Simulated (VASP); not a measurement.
An input for Quantum ESPRESSO's pw.x (written as the equivalent of a VASP run, and not itself run):

```
&CONTROL
  calculation = 'vc-relax'
  pseudo_dir = './pseudo'
  outdir = './out'
  tprnfor = .true.
  tstress = .true.
  nstep = 30
  forc_conv_thr = 0.00039
/
&SYSTEM
  ibrav = 0
  nat = 2
  ntyp = 1
  ecutwfc = 74
  occupations = 'smearing'
  smearing = 'methfessel-paxton'
  degauss = 0.00735
  input_dft = 'pw91'
/
&ELECTRONS
  conv_thr = 7.3e-09
  electron_maxstep = 100
/
&IONS
/
&CELL
  cell_dofree = 'shape'
/
ATOMIC_SPECIES
  Os 190.230 Os.upf
CELL_PARAMETERS angstrom
     1.4095737   -2.4414528    0.0000000
     1.4095737    2.4414528    0.0000000
     0.0000000    0.0000000    4.4405114
ATOMIC_POSITIONS crystal
  Os   0.3333330  0.6666670  0.2500000
  Os   0.6666670  0.3333330  0.7500000
K_POINTS automatic
  15 15 9 0 0 0
```

Write the VASP files for the same calculation (PW91).

Several could match; the one computed here: 
### KPOINTS
```
kpoints
0
Gamma
 15 15 9
0 0 0
```

INCAR:
```
# general
SYSTEM  = Os
PREC    = Accurate
ENCUT   = 520
LREAL   = .False.
LASPH   = .True.

# electronic loop
EDIFF   = 1E-7
NELM    = 100
ALGO    = Normal
LMAXMIX = 6

# smearing
ISMEAR  = 1
SIGMA   = 0.1

# functional
GGA     = 91

# ions
IBRION  = 2
NSW     = 30
ISIF    = 4
EDIFFG  = -0.01

# output
LWAVE   = .False.
LCHARG  = .False.
```

POSCAR:
```
Os
1
    1.4095736519    -2.4414528090     0.0000000000
    1.4095736519     2.4414528090     0.0000000000
    0.0000000000     0.0000000000     4.4405114049
Os
2
Direct
  0.3333330000   0.6666670000   0.2500000000
  0.6666670000   0.3333330000   0.7500000000
```

POTCAR, in this order: Os (PBE.64 set). Program: vasp_std.

Limits of the translation: the potentials are each code's own (VASP's PAW set, PseudoDojo norm-conserving files in pw.x), so ENCUT and ecutwfc are chosen apart and not converted; conv_thr bounds pw.x's estimated SCF error, while EDIFF bounds the energy change between steps; forc_conv_thr acts on force components and is met together with etot_conv_thr.

The compound is Os in the hcp structure. This cell is one point of a volume scan, at 1.06 of the reference volume.
